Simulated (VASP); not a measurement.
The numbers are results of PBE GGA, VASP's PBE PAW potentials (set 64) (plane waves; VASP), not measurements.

VASP ran on this input.

### POSCAR
```
GaN
1.0
  0.0000000000   2.2600000000   2.2600000000
  2.2600000000   0.0000000000   2.2600000000
  2.2600000000   2.2600000000   0.0000000000
Ga N
1 1
Cart
  0.0000000000   0.0000000000   0.0000000000
  1.1300000000   1.1300000000   1.1300000000
```

File KPOINTS:
```
Automatic mesh
0
Gamma
4 4 4
0 0 0
```

**INCAR**
```
! general
SYSTEM   =  GaN
PREC     =  Accurate
ENCUT    =  400   ! plane-wave cut-off (eV)
LREAL    =  .FALSE.
LASPH    =  .TRUE.

! electronic loop
EDIFF    =  1E-6   ! SCF stop (eV)
NELM     =  100
ALGO     =  Normal   ! blocked Davidson
LMAXMIX  =  4   ! l cut-off of mixed one-centre charges

! smearing
ISMEAR   =  -1   ! Fermi-Dirac
SIGMA    =  0.01

! functional
GGA      =  PE   ! PBE

! ions
ISIF     =  2

! output
LWAVE    =  .FALSE.
LCHARG   =  .FALSE.
```

POTCAR, in this order: Ga_d N (PBE.64 set). Program: vasp_std.

The run wrote:

**OSZICAR**
```
       N       E                     dE             d eps       ncg     rms          rms(c)
DAV:   1     0.752245734858E+02    0.75225E+02   -0.86097E+03   224   0.215E+03
DAV:   2    -0.857686102450E+01   -0.83801E+02   -0.79128E+02   228   0.315E+02
DAV:   3    -0.140136659282E+02   -0.54368E+01   -0.54163E+01   228   0.775E+01
DAV:   4    -0.140923143160E+02   -0.78648E-01   -0.78610E-01   251   0.985E+00
DAV:   5    -0.140934403689E+02   -0.11261E-02   -0.11260E-02   223   0.106E+00    0.768E+00
DAV:   6    -0.120844724857E+02    0.20090E+01   -0.61950E+00   304   0.477E+01    0.283E+00
DAV:   7    -0.120930264355E+02   -0.85539E-02   -0.32263E-01   213   0.720E+00    0.182E+00
DAV:   8    -0.120884540053E+02    0.45724E-02   -0.59344E-02   228   0.404E+00    0.698E-01
DAV:   9    -0.120848509839E+02    0.36030E-02   -0.19001E-02   327   0.356E+00    0.174E-01
DAV:  10    -0.120850920146E+02   -0.24103E-03   -0.23772E-03   279   0.903E-01    0.712E-02
DAV:  11    -0.120849916274E+02    0.10039E-03   -0.50950E-04   309   0.394E-01    0.255E-02
DAV:  12    -0.120849978761E+02   -0.62488E-05   -0.39707E-05   208   0.942E-02    0.902E-03
DAV:  13    -0.120849978010E+02    0.75178E-07   -0.28694E-06   225   0.150E-02
   1 F= -.12084998E+02 E0= -.12084998E+02  d E =-.377222E-14
```

File OUTCAR:
```
------------------------ aborting loop because EDIFF is reached ----------------------------------------
  FORCE on cell =-STRESS in cart. coord.  units (eV):
  Direction    XX          YY          ZZ          XY          YZ          ZX
  --------------------------------------------------------------------------------------
  Total       -0.0201461     -0.0201461     -0.0201461      0.0000000      0.0000000      0.0000000
  in kB       -1.3981288     -1.3981288     -1.3981288      0.0000000      0.0000000      0.0000000
  external PRESSURE =      -1.3981288 kB  Pullay stress =       0.0000000 kB
  volume of cell :       23.09
      direct lattice vectors                 reciprocal lattice vectors
     0.000000000  2.260000000  2.260000000    -0.221238938  0.221238938  0.221238938
     2.260000000  0.000000000  2.260000000     0.221238938 -0.221238938  0.221238938
     2.260000000  2.260000000  0.000000000     0.221238938  0.221238938 -0.221238938
  FREE ENERGIE OF THE ION-ELECTRON SYSTEM (eV)
  ---------------------------------------------------
  free  energy   TOTEN  =       -12.0849978010 eV

  energy  without entropy=      -12.0849978010  energy(sigma->0) =      -12.08499780
```
(Selected blocks of OUTCAR.)

At this cut-off the stress carries a Pulay error, which pulls relaxed volumes low.

The structure is a typed GaN crystal (F-43m). The cell was not relaxed at this level. The k-mesh is coarse (spacing up to 0.60 per Å, 2π included), so the numbers may not be converged in it. The run is one of a series of settings (KPOINTS 4×4×4 Γ-centred mesh against the base run), some of them coarse on purpose.
